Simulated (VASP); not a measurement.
Method: PBE GGA, VASP's PBE PAW potentials (set 64) (plane waves; VASP).

VASP input:

INCAR:
```
ALGO = Normal
EDIFF = 1E-6
ENCUT = 300
GGA = PE
ISIF = 2
ISMEAR = 0
LASPH = .True.
LCHARG = .False.
LMAXMIX = 4
LREAL = .False.
LWAVE = .False.
NELM = 100
PREC = Accurate
SIGMA = 0.01
SYSTEM = CdS
```

POSCAR:
```
CdS
1
    4.1688400000     0.0000000000     0.0000000000
   -2.0844200000     3.6103210000     0.0000000000
    0.0000000000     0.0000000000     6.7796200000
Cd S
2 2
Direct
  0.6666670000   0.3333330000   0.5002200000
  0.3333330000   0.6666670000   0.0002200000
  0.6666670000   0.3333330000   0.8767800000
  0.3333330000   0.6666670000   0.3767800000
```

File KPOINTS:
```
kpoints
0
Gamma
  9 9 5
```

POTCAR, in this order: Cd S (PBE.64 set). Program: vasp_std.

Task: What will the output report for the number of irreducible k-points (NKPTS), largest plane-wave count, number of space-group operations, FFT grid (NGX, NGY, NGZ)?

Result: 
```json
{
  "number of irreducible k-points (NKPTS)": "36",
  "largest_plane_wave_count": "1212",
  "number_of_space_group_operations": "12",
  "FFT grid (NGX, NGY, NGZ)": "24 × 24 × 40"
}
```

The structure comes from a computed database's CdS entry (P6_3mc); how it stands against other phases isn't given here. The cell was not relaxed at this level.
